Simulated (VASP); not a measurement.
Output of a VASP run:

**OSZICAR**
```
       N       E                     dE             d eps       ncg     rms          rms(c)
DAV:   1     0.107448630828E+03    0.10745E+03   -0.13105E+04  1050   0.145E+03
DAV:   2    -0.269851803576E+02   -0.13443E+03   -0.13306E+03  1337   0.323E+02
DAV:   3    -0.306958900971E+02   -0.37107E+01   -0.37081E+01  1344   0.534E+01
DAV:   4    -0.307155401398E+02   -0.19650E-01   -0.19648E-01  1337   0.423E+00
DAV:   5    -0.307157030445E+02   -0.16290E-03   -0.16290E-03  1330   0.349E-01    0.510E+01
DAV:   6    -0.253784013469E+02    0.53373E+01   -0.28055E+01  1176   0.377E+01    0.445E+01
DAV:   7    -0.252753561642E+02    0.10305E+00   -0.74257E-01  1295   0.814E+00    0.292E+01
DAV:   8    -0.252475883057E+02    0.27768E-01   -0.20125E-01  1337   0.481E+00    0.563E+00
DAV:   9    -0.252376474937E+02    0.99408E-02   -0.38741E-02  1260   0.180E+00    0.176E+00
DAV:  10    -0.252375749264E+02    0.72567E-04   -0.39866E-03  1453   0.504E-01    0.257E-01
DAV:  11    -0.252375574170E+02    0.17509E-04   -0.23079E-04  1204   0.131E-01    0.195E-01
DAV:  12    -0.252375613930E+02   -0.39760E-05   -0.32725E-05  1380   0.450E-02    0.260E-02
DAV:  13    -0.252375620386E+02   -0.64552E-06   -0.17812E-06  1295   0.111E-02    0.108E-02
DAV:  14    -0.252375620820E+02   -0.43480E-07   -0.10161E-07   966   0.290E-03
   1 F= -.25237562E+02 E0= -.25237562E+02  d E =0.000000E+00
```

**OUTCAR**
```
------------------------ aborting loop because EDIFF is reached ----------------------------------------
  FORCE on cell =-STRESS in cart. coord.  units (eV):
  Direction    XX          YY          ZZ          XY          YZ          ZX
  --------------------------------------------------------------------------------------
  Total        0.0032071      0.0032071      0.0032071      0.0000000      0.0000000      0.0000000
  in kB        0.1611848      0.1611848      0.1611848      0.0000000      0.0000000      0.0000000
  external PRESSURE =       0.1611848 kB  Pullay stress =       0.0000000 kB
  volume of cell :       31.88
      direct lattice vectors                 reciprocal lattice vectors
     0.000000000  2.516647146  2.516647146    -0.198677038  0.198677038  0.198677038
     2.516647146  0.000000000  2.516647146     0.198677038 -0.198677038  0.198677038
     2.516647146  2.516647146  0.000000000     0.198677038  0.198677038 -0.198677038
 POSITION                                       TOTAL-FORCE (eV/Angst)
 -----------------------------------------------------------------------------------
      0.00000      0.00000      0.00000        -0.000000     -0.000000     -0.000000
      1.25832      1.25832      1.25832         0.000000      0.000000      0.000000
      3.77497      3.77497      3.77497        -0.000000     -0.000000     -0.000000
 -----------------------------------------------------------------------------------
    total drift:                                0.000000      0.000000      0.000000
  FREE ENERGIE OF THE ION-ELECTRON SYSTEM (eV)
  ---------------------------------------------------
  free  energy   TOTEN  =       -25.2375620820 eV

  energy  without entropy=      -25.2375620820  energy(sigma->0) =      -25.23756208

 total charge

# of ion       s       p       d       tot
------------------------------------------
    1        0.297   6.602   1.402   8.301
    2        1.557   3.556   0.000   5.113
    3        1.557   3.556   0.000   5.113
--------------------------------------------------
tot          3.410  13.715   1.402  18.527

 Electric field gradients after diagonalization (V/A^2)
 (convention: |V_zz| > |V_xx| > |V_yy|)
----------------------------------------------------------------------
 ion       V_xx      V_yy      V_zz     asymmetry (V_yy - V_xx)/ V_zz
----------------------------------------------------------------------
   1      -0.000    -0.000     0.001       0.000
   2       0.002     0.002    -0.004       0.000
   3       0.002     0.002    -0.004       0.000
```
(Selected blocks of OUTCAR.)

POSCAR:
```
HfO2
1
   -0.0000000000     2.5166471462     2.5166471462
    2.5166471462    -0.0000000000     2.5166471462
    2.5166471462     2.5166471462     0.0000000000
Hf O
1 2
Direct
  0.0000000000   0.0000000000   0.0000000000
  0.2500000000   0.2500000000   0.2500000000
  0.7500000000   0.7500000000   0.7500000000
```

Problem. Write an INCAR and KPOINTS that could have produced this output.

Solution. This is not unique; one that fits is the input of the run itself, vdW-DF-cx, plane waves, VASP's PBE PAW potentials (set 64).

KPOINTS:
```
K-points
0
gamma
  9 9 9
```

**INCAR**
```
# general
SYSTEM   = HfO2
PREC     = Accurate
ENCUT    = 520
LREAL    = .False.
LASPH    = .True.   # aspherical one-centre terms

# electronic loop
EDIFF    = 1E-7   # SCF stop (eV)
NELM     = 100   # most electronic steps
ALGO     = Normal
LMAXMIX  = 6   # l cut-off of mixed one-centre charges

# smearing
ISMEAR   = -5

# functional
GGA      = CX
LUSE_VDW = .True.
AGGAC    = 0.0

# ions
ISIF     = 2   # forces and stress, cell fixed

# output
LWAVE    = .False.
LCHARG   = .True.
LORBIT   = 11
NEDOS    = 601

# other
LEFG     = .True.
```

POTCAR, in this order: Hf_pv O (PBE.64 set). Program: vasp_std.

The compound is HfO2 in the fluorite structure, the high-temperature cubic form, which is unstable at 0 K; the monoclinic form is the stable one. It was relaxed first.
